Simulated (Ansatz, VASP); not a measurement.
**BAs in two plane-wave programs**

Wanted: the spread between two codes on one cell, functional and k mesh. The cell is taken from a series of runs on this material, whose earlier steps may have relaxed, scaled, displaced or heated it; both programs get it as it stands.

Main program and level: Ansatz 0.2.0; plane waves, with VASP 6.6.1 beside it; single point at LDA.

## 1. Set-up

Symmetry: R3m, No. 160, trigonal system. The conventional cell has a = 3.344 Å, b = 3.344 Å, c = 8.299 Å, α = 90.00°, β = 90.00°, γ = 120.00°. B has 4 As at 2.05 to 2.07 Å nearest. Nearest to As lie 4 B at 2.05 to 2.07 Å. Farther neighbours are not listed.

## 2. VASP: single point, LDA, pair 1

With cell and atoms fixed, the geometry can't cause a difference; cores, projectors, grids and the points listed under the comparison can.

Lines of VASP's logs that name or quote its potential files are left out, and so is its time.

INCAR reads:

```
SYSTEM = BAs
PREC = Accurate
ENCUT = 500
EDIFF = 1E-06
NELM = 120
ISMEAR = -1
SIGMA = 0.02
LREAL = .FALSE.
ALGO = Normal
GGA = PW92
NBANDS = 10
LORBIT = 11
LWAVE = .FALSE.
LCHARG = .FALSE.
ISIF = 2
LASPH = .TRUE.
GGA_COMPAT = .FALSE.
EFERMI = MIDGAP
```

POSCAR reads:

```
BAs
1.0
   -1.6720353014     -0.9653500314      2.7662762467
    1.6720353014     -0.9653500314      2.7662762467
    0.0000000000      1.9307000627      2.7662762467
B As
1 1
Direct
    0.9996214304      0.9996214304      0.9996214304
    0.7503785696      0.7503785696      0.7503785696
```

KPOINTS reads:

```
Automatic mesh
0
Gamma
8 8 8
0 0 0
```

Potentials, in the order of the species: B and As (LDA family, release 64).

On the command line:

```
$ mpirun -np 1 vasp_std
```

Numbers of over 12 decimals in the logs are rounded to 6 here.

Log:

```text
[banner, memory and clock lines left out]
running    1 mpi-ranks, on    1 nodes
 distrk:  each k-point on    1 cores,    1 groups
 distr:  one band on    1 cores,    1 groups

 POSCAR found type information on POSCAR B As
 POSCAR found :  2 types and       2 ions
|                                                                             |
|               ----> ADVICE to this user running VASP <----                  |
|                                                                             |
|     You enforced a specific xc type in the INCAR file but a different       |
|     [... a line on the potential file left out ...]
|     I HOPE YOU KNOW WHAT YOU ARE DOING!                                     |
|                                                                             |

 LDA part: xc-table for (Slater(with rela. corr.)+PW92), standard interpolation
 POSCAR, INCAR and KPOINTS ok, starting setup
 FFT: planning ... GRIDC
 FFT: planning ... GRID_SOFT
 FFT: planning ... GRID
 WAVECAR not read
 entering main loop
       N       E                     dE             d eps       ncg     rms          rms(c)
DAV:   1     0.106385631225E+02    0.10639E+02   -0.37246E+03  1300   0.682E+02
DAV:   2    -0.130199230869E+02   -0.23658E+02   -0.22384E+02  1768   0.106E+02
DAV:   3    -0.136813511108E+02   -0.66143E+00   -0.65997E+00  1564   0.177E+01
DAV:   4    -0.136831963817E+02   -0.18453E-02   -0.18451E-02  1560   0.103E+00
DAV:   5    -0.136831994605E+02   -0.30788E-05   -0.30787E-05  1518   0.439E-02    0.514E+00
DAV:   6    -0.130203278563E+02    0.66287E+00   -0.18041E+00  1394   0.587E+00    0.243E+00
DAV:   7    -0.129357150717E+02    0.84613E-01   -0.20832E-01  1566   0.245E+00    0.897E-01
DAV:   8    -0.129222590275E+02    0.13456E-01   -0.25015E-02  1446   0.881E-01    0.103E-01
DAV:   9    -0.129222846974E+02   -0.25670E-04   -0.73202E-04  1476   0.181E-01    0.582E-02
DAV:  10    -0.129222913049E+02   -0.66074E-05   -0.84781E-05  1444   0.558E-02    0.137E-02
DAV:  11    -0.129222927078E+02   -0.14029E-05   -0.16644E-06  1526   0.944E-03    0.126E-02
DAV:  12    -0.129222925596E+02    0.14812E-06   -0.71085E-07   838   0.387E-03
   1 F= -.12922293E+02 E0= -.12922293E+02  d E =-.291336E-13
```

Parts of OUTCAR (step 2):

```text
ion  position               nearest neighbor table
   1  1.000  1.000  1.000-   2 2.05   2 2.05   2 2.05   2 2.07
   2  0.750  0.750  0.750-   1 2.05   1 2.05   1 2.05   1 2.07

  LATTYP: Found a trigonal (rhomboedric) cell.
 ALAT       =     3.3734088109
 COS(alpha) =     0.5086590846

 Subroutine GETGRP returns: Found  6 space group operations
 (whereof  6 operations were pure point group operations)

The static configuration has the point symmetry C_3v.

 Found     65 irreducible k-points:

   k-points           NKPTS =     65   k-points in BZ     NKDIM =     65   number of bands    NBANDS=     10

   dimension x,y,z NGX =    28 NGY =   28 NGZ =   28
   dimension x,y,z NGXF=    56 NGYF=   56 NGZF=   56

   ENCUT  =  500.0 eV  36.75 Ry    6.06 a.u.   6.15  6.15  6.15*2*pi/ulx,y,z

   NELECT =       8.0000    total number of electrons

 k-points in reciprocal lattice and weights: Automatic mesh
   0.00000000  0.00000000  0.00000000       0.002
   0.12500000 -0.00000000 -0.00000000       0.012
   0.25000000 -0.00000000 -0.00000000       0.012
   0.37500000 -0.00000000  0.00000000       0.012
   0.50000000 -0.00000000 -0.00000000       0.006
   0.12500000  0.12500000 -0.00000000       0.012
   0.25000000  0.12500000 -0.00000000       0.023
   0.37500000  0.12500000 -0.00000000       0.023
   0.50000000  0.12500000  0.00000000       0.023
[...]
-0.37500000  0.50000000  0.37500000       0.012
   0.50000000  0.50000000  0.50000000       0.002

 average (electrostatic) potential at core
       1 -31.7324       2 -51.8244

 E-fermi :   6.9323

 k-point     1 :       0.0000    0.0000    0.0000
  band No.  band energies     occupation
      1      -9.1783      2.00000
      2       6.2811      2.00000
      3       6.3897      2.00000
      4       6.3897      2.00000
      5       9.4708      0.00000
      6       9.6961      0.00000
      7       9.6961      0.00000
      8      11.2865      0.00000
      9      15.8044      0.00000
    ...

 k-point     2 :       0.1250   -0.0000   -0.0000
  band No.  band energies     occupation
      1      -8.9171      2.00000
      2       4.4222      2.00000
      3       5.8446      2.00000
      4       5.9335      2.00000
      5       9.7329      0.00000
      6      10.1268      0.00000
      7      10.2826      0.00000
      8      12.5039      0.00000
      9      16.7816      0.00000
    ...

 k-point     3 :       0.2500   -0.0000   -0.0000
  band No.  band energies     occupation
      1      -8.1555      2.00000
      2       1.4127      2.00000
      3       5.1281      2.00000
      4       5.1966      2.00000
      5       9.4411      0.00000
      6      10.9339      0.00000
      7      11.0690      0.00000
      8      14.2940      0.00000
      9      17.4397      0.00000
    ...

  Total        0.0878884      0.0878884     -0.5847123      0.0000000      0.0000000      0.0000000
  in kB        5.2561165      5.2561165    -34.9683980      0.0000000      0.0000000      0.0000000
  external PRESSURE =      -8.1520550 kB  Pullay stress =       0.0000000 kB

  energy-cutoff  :      500.00
  volume of cell :       26.79
      direct lattice vectors                 reciprocal lattice vectors
    -1.672035301 -0.965350031  2.766276247    -0.299036749 -0.172648947  0.120498932
     1.672035301 -0.965350031  2.766276247     0.299036749 -0.172648947  0.120498932
     0.000000000  1.930700063  2.766276247     0.000000000  0.345297895  0.120498932

 POSITION                                       TOTAL-FORCE (eV/Angst)
 -----------------------------------------------------------------------------------
      0.00000     -0.00000      8.29569         0.000000      0.000000     -0.003464
      0.00000     -0.00000      6.22726         0.000000     -0.000000      0.003464
 -----------------------------------------------------------------------------------
    total drift:                               -0.000000      0.000000      0.000175

  FREE ENERGIE OF THE ION-ELECTRON SYSTEM (eV)
  ---------------------------------------------------
  free  energy   TOTEN  =       -12.9222925596 eV

  energy  without entropy=      -12.9222925596  energy(sigma->0) =      -12.92229256

 total charge
# of ion       s       p       d       tot
------------------------------------------
    1        0.653   1.200   0.000   1.853
    2        1.178   1.689   0.090   2.957
--------------------------------------------------
tot          1.831   2.889   0.090   4.810

[... 3 further parts left out ...]
```

The gap is read on the k-mesh alone, so it is an upper bound where the band edges lie off the mesh.

## 3. Ansatz: single point, LDA, pair 1

Ansatz runs on its default PAW (the set named soft_2) files.

The same cell, functional (in two slightly different forms), mesh and smearing now go to Ansatz, which takes its cutoff from its data sets.

input.yaml reads:

```yaml
crystal:
  lattice:
    - [-1.6720353014, -0.9653500314, 2.7662762467]
    - [1.6720353014, -0.9653500314, 2.7662762467]
    - [0.0, 1.9307000627, 2.7662762467]
  atoms:
    - { symbol: B, position: [-0.0003785696, -0.0003785696, -0.0003785696] }
    - { symbol: As, position: [0.7503785696, 0.7503785696, 0.7503785696] }
kpoints:
  mp_grid: { grid: [8, 8, 8] }
hamiltonian:
  xc: lda
scf:
  occupations: { method: fermi_dirac, width: 0.02 }
  n_extra_bands: 4
output:
  eigenvalues: true
  forces: true
  stress: true
```

On the command line:

```
$ ansatz run input.yaml --threads 8 --pin off --max-ram 18432MiB --backend cpu --events-out ev --progress --plain --runs-dir out
```

Log:

```text
scf.n_extra_bands = 4 over 9 filled bands (N_el = 18.0): the run solves 13 bands
Engine: ansatz 0.2.0, aarch64-unknown-linux-gnu
Pseudopotentials: kind: paw
Pseudopotential: B, paw, valence charge 3, recommended cutoff 420 eV (normal), B.paw.azcp
Pseudopotential: As, paw, valence charge 15, recommended cutoff 420 eV (normal), As.paw.azcp
Functional definition: SPW92
  exchange = slater_x
  correlation = pw_c
Crystal: 2 atoms, lattice volume = 26.790 Å³
Basis set: ecut = 420 eV, 531 PW (Γ)
Bands: 13, of which v1, the nominal top of the filled ones, is band 9 counted from 1 (8 counted from 0)
Symmetry: 6 space group operations
Space group: R3m (ITA 160), of the structure as read, at distance tolerance 3.0e-5 Å
k-points: 65 of 512 (time reversal used)
Non-local potential: B, projectors of the file, l = 0: 2, l = 1: 2, l = 2: 1
Non-local potential: As, projectors of the file, l = 0: 2, l = 1: 2, l = 2: 3, l = 3: 1
PAW form: soft (Blöchl's): semilocal exchange-correlation on the pseudo side does not see the compensation charge
PAW frozen core: B, regenerated for the run's functional, and the local potential with it (the file was generated under x = pbe(κ = 0.804, μ = 0.219515), c = pbe(β = 0.066725))
PAW frozen core: As, regenerated for the run's functional, and the local potential with it (the file was generated under x = pbe(κ = 0.804, μ = 0.219515), c = pbe(β = 0.066725))
PAW one-centre angular grid: B, 110 points (default); XC on 64 Gauss nodes
PAW one-centre angular grid: As, 590 points (default); XC on 64 Gauss nodes
Initial density: superposition of atomic densities (neutral atoms: chi_scale 0, normalization atom), corrected by the library's trained network
Initial wavefunctions: pseudopotential atomic-orbital guess
Functional: x = slater, c = lda
SCF iter   1: F=—  HF=-4923.526784 eV  |F-HF|=—  |Δ(HF+E_count)|=         —  Δρ=7.21e-3  dr2=1.38e-2  ethr=1.77e-3  ⟨swp⟩=6.0  Hψ=4675  notcnv=0
preconditioner: auto → none  [insulator: Δε(μ)=1.085 eV  Ē_g=12.487 eV  σ=0.020 eV  W_gap=1.00  n_scr=8 (ndim 8)  ℏωp=20.3 eV  f_vac=0.000  D(μ)=0.00/eV (n_scr^D=0)  ε∞_Penn≈3.6]
SCF iter   2: F=—  HF=-4923.522455 eV  |F-HF|=—  |Δ(HF+E_count)|=   4.33e-3  Δρ=2.13e-3  dr2=6.74e-4  ethr=7.64e-5  ⟨swp⟩=2.0  Hψ=1651  notcnv=0
SCF iter   3: F=—  HF=-4923.522147 eV  |F-HF|=—  |Δ(HF+E_count)|=   3.09e-4  Δρ=1.03e-3  dr2=1.19e-4  ethr=3.74e-6  ⟨swp⟩=2.0  Hψ=1689  notcnv=0
SCF iter   4: F=—  HF=-4923.522125 eV  |F-HF|=—  |Δ(HF+E_count)|=   2.21e-5  Δρ=3.94e-4  dr2=1.60e-5  ethr=6.63e-7  ⟨swp⟩=1.0  Hψ=845  notcnv=0
SCF iter   5: F=—  HF=-4923.522121 eV  |F-HF|=—  |Δ(HF+E_count)|=   3.60e-6  Δρ=7.49e-5  dr2=6.07e-7  ethr=8.88e-8  ⟨swp⟩=2.2  Hψ=1346  notcnv=0
SCF iter   6: F=-4923.522121 eV  HF=-4923.522121 eV  |F-HF|=2.60e-10  |Δ(HF+E_count)|=   5.44e-8  Δρ=6.34e-6  dr2=3.66e-9  ethr=5.56e-10  ⟨swp⟩=4.3  Hψ=2834  notcnv=0
SCF 1 converged in 6 iterations: F = -4923.522121 eV  dr2 = 3.66e-9
  greatest PAW one-centre occupation: 0.999 electrons in one spin orbital (limit 2), on the As atom at site 1 (counted from 0), in its partial waves of l = 2
SCF converged after 6 iterations
Free energy (F): -4923.522121 eV
Harris-Foulkes:  -4923.522121 eV  (|F-HF|=2.60e-10)
Internal energy: -4923.522121 eV  (E = F + TS)
E sigma→0 (E₀):  -4923.522121 eV
Fermi energy:    11.684913 eV
--- Per-component energies (eV) ---
  E_band       = -212.090649
  E_kinetic    = 153.383944
  E_local      = -1688.090166  (includes V_loc(G=0)·N_el)
  E_nonlocal   = -651.948194
  E_hartree    = 935.825138
  E_xc         = -111.352213
  E_vxc        = -118.269092  (∫ρ·V_xc dr)
  E_paw        = -1827.848556  (= ΣΔE_a)
  E_vpaw       = 221.182701  (= ΣTr[D̂ρ^β])
  E_aug_tail   = 0.000007  (compensation charges beyond the density's cutoff)
  E_ewald      = -1735.613147
  E_core_change = 2.121064  (= ΣΔE_core)
  E_smearing   = -0.000000  (= −TS)
  E_closure    = -0.000000  (closes the sum)
  Σ components = -4923.522121   (vs F -4923.522121, Δ=0.00e0)
--- Forces (eV/Å), atoms counted from 1 ---
  atom   1  B     -0.00000000    -0.00000000     0.00018192
  atom   2  As    -0.00000000     0.00000000    -0.00018104
  max |Σ_I F_I| component: 8.81e-7 eV/Å
--- Stress (GPa, compression-positive) ---
       -0.259046      -0.000000       0.000000
        0.000000      -0.259046       0.000000
        0.000000       0.000000      -4.253133
  P = ⅓ Tr σ = -1.5904 GPa (-15.904 kbar)
--- Band table (eV; the first three rows and the last of 65) ---
  k-point 0: bands = [... 5 lower, -4.4325, 11.0429, 11.1513, 11.1513, 14.2339, 14.4593, 14.4593, 16.0029]
  k-point 1: bands = [... 5 lower, -4.1714, 9.1814, 10.6070, 10.6957, 14.4844, 14.8904, 15.0463, 17.2435]
  k-point 2: bands = [... 5 lower, -3.4105, 6.1743, 9.8913, 9.9597, 14.1861, 15.7010, 15.8361, 19.0573]
  k-point 64: bands = [... 5 lower, -1.6154, 2.2351, 9.3608, 9.3608, 14.0650, 15.9740, 15.9740, 19.9440]
```

The run ends at a pressure of -1.59 GPa, with forces up to 1.8e-4 eV/Å.

## 4. Comparison

Known differences besides the potentials themselves: the data sets hold 18 valence electrons in Ansatz (on its default PAW (the set named soft_2) files) and 8 in VASP; the cutoff is 420 eV in Ansatz and 500 eV in VASP; VASP's log shows a relativistic correction to its local exchange, Ansatz's none. Total energies have different zeros and are not compared.

Both answers:

```
              quantity  Ansatz   VASP  difference
        pressure (GPa)   -1.59  -0.82       -0.78
gap on the k mesh (eV)   1.089  1.085      +0.004
```

At this near-relaxed geometry the largest component of a force difference is 4 meV/Å. A gap on the mesh is an upper bound, since the band edges may lie between its points.

## 5. Ansatz: single point, LDA, pair 2

With cell and atoms fixed, the geometry can't cause a difference; cores, projectors, grids and the points listed under the comparison can. The cell compared in this pair holds 26.98 Å³, against 26.79 Å³ for the pair before.

The cell is taken from a series of runs on this material, whose earlier steps may have relaxed, scaled, displaced or heated it; both programs get it as it stands.

input.yaml, the sections that differ from step 3:

```yaml
crystal:
  lattice:
    - [-1.6720353014, -0.9653500314, 2.7855822624]
    - [1.6720353014, -0.9653500314, 2.7855822624]
    - [0.0, 1.9307000627, 2.7855822624]
  atoms:
    - { symbol: B, position: [-0.0005495697, -0.0005495697, -0.0005495697] }
    - { symbol: As, position: [0.7505495697, 0.7505495697, 0.7505495697] }
# kpoints, hamiltonian, scf, output: as in step 3
```

Log:

```text
[...]
Crystal: 2 atoms, lattice volume = 26.977 Å³
Basis set: ecut = 420 eV, 531 PW (Γ)
Bands: 13, of which v1, the nominal top of the filled ones, is band 9 counted from 1 (8 counted from 0)
Symmetry: 6 space group operations
[...]
k-points: 65 of 512 (time reversal used)
[...]
--- Band table (eV; the first three rows and the last of 65) ---
  k-point 0: bands = [... 5 lower, -4.4811, 10.8948, 11.0570, 11.0570, 14.0136, 14.3765, 14.3765, 15.8302]
  k-point 1: bands = [... 5 lower, -4.2206, 9.0963, 10.4665, 10.5998, 14.2950, 14.7363, 14.9604, 17.0915]
  k-point 2: bands = [... 5 lower, -3.4616, 6.1018, 9.7578, 9.8598, 14.0062, 15.5313, 15.7407, 18.9047]
  k-point 64: bands = [... 5 lower, -1.7379, 2.1704, 9.3076, 9.3076, 14.0030, 15.8904, 15.8904, 19.8517]
[key lines of the parts left out:]
SCF converged after 6 iterations
Free energy (F): -4923.515802 eV
Fermi energy:    11.581665 eV
P = ⅓ Tr σ = -2.5303 GPa (-25.303 kbar)
```

The run ends at a pressure of -2.53 GPa, with forces up to 3.8e-4 eV/Å.

## 6. VASP: single point, LDA, pair 2

The same cell, functional (in two slightly different forms), mesh and smearing now go to VASP, with its own data sets.

INCAR is that of step 2.

POSCAR reads:

```
BAs
1.0
   -1.6720353014     -0.9653500314      2.7855822624
    1.6720353014     -0.9653500314      2.7855822624
    0.0000000000      1.9307000627      2.7855822624
B As
1 1
Direct
    0.9994504303      0.9994504303      0.9994504303
    0.7505495697      0.7505495697      0.7505495697
```

KPOINTS is that of step 2.

On the command line:

```
$ mpirun -np 1 vasp_std
```

Log:

```text
[banner, memory and clock lines left out]
running    1 mpi-ranks, on    1 nodes
[...]
[... a notice as in an earlier step ...]

 LDA part: xc-table for (Slater(with rela. corr.)+PW92), standard interpolation
 POSCAR, INCAR and KPOINTS ok, starting setup
[...]
entering main loop
       N       E                     dE             d eps       ncg     rms          rms(c)
DAV:   1     0.112540988473E+02    0.11254E+02   -0.37061E+03  1300   0.676E+02
DAV:   2    -0.129967131414E+02   -0.24251E+02   -0.22972E+02  1858   0.107E+02
DAV:   3    -0.136612527504E+02   -0.66454E+00   -0.66354E+00  1582   0.176E+01
DAV:   4    -0.136629907297E+02   -0.17380E-02   -0.17379E-02  1634   0.101E+00
[...]
DAV:  10    -0.129168969571E+02   -0.64558E-05   -0.84824E-05  1432   0.560E-02    0.133E-02
DAV:  11    -0.129168983564E+02   -0.13993E-05   -0.17032E-06  1534   0.957E-03    0.121E-02
DAV:  12    -0.129168982200E+02    0.13645E-06   -0.67467E-07   818   0.381E-03
   1 F= -.12916898E+02 E0= -.12916898E+02  d E =-.448388E-13
```

From OUTCAR (step 6):

```text
  Total        0.0418817      0.0418817     -0.9832659      0.0000000      0.0000000      0.0000000
  in kB        2.4873528      2.4873528    -58.3961316      0.0000000      0.0000000      0.0000000
  external PRESSURE =     -17.8071420 kB  Pullay stress =       0.0000000 kB

 POSITION                                       TOTAL-FORCE (eV/Angst)
 -----------------------------------------------------------------------------------
      0.00000     -0.00000      8.35215         0.000000      0.000000     -0.005142
      0.00000     -0.00000      6.27215         0.000000     -0.000000      0.005142
 -----------------------------------------------------------------------------------
    total drift:                                0.000000      0.000000      0.000218

  FREE ENERGIE OF THE ION-ELECTRON SYSTEM (eV)
  ---------------------------------------------------
  free  energy   TOTEN  =       -12.9168982200 eV

  energy  without entropy=      -12.9168982200  energy(sigma->0) =      -12.91689822

[... 1 part as in an earlier step ...]

[... 2 further parts left out ...]
[key lines of the parts left out:]
E-fermi :   6.8617
```

The run ends at a pressure of -1.78 GPa, with forces up to 0.0051 eV/Å.

## 7. Side by side

What differs besides the data sets and the points named for the pairs above, as far as they apply: the data sets hold 18 valence electrons in Ansatz (on its default PAW (the set named soft_2) files) and 8 in VASP. Total energies have different zeros and are not compared.

The two programs side by side:

```
              quantity  Ansatz   VASP  difference
        pressure (GPa)   -2.53  -1.78       -0.75
gap on the k mesh (eV)   1.071  1.067      +0.004
```

At this near-relaxed geometry the largest component of a force difference is 6 meV/Å. A gap on the mesh is an upper bound, since the band edges may lie between its points.

(Continued in part 2 of 2.)

[Lines on the potential files, build, host, timing and source positions are cut from VASP's logs without a mark.]

[Logs are printed without paths, hosts, clocks, repeated set-up lines and the standing remarks that a program may print on its own settings, such as how far it seeks lower states.]

[Hosts, paths, dates, database ids (printed as entryN), source tags and the programs' standing remarks are cut or masked in the printed files.]
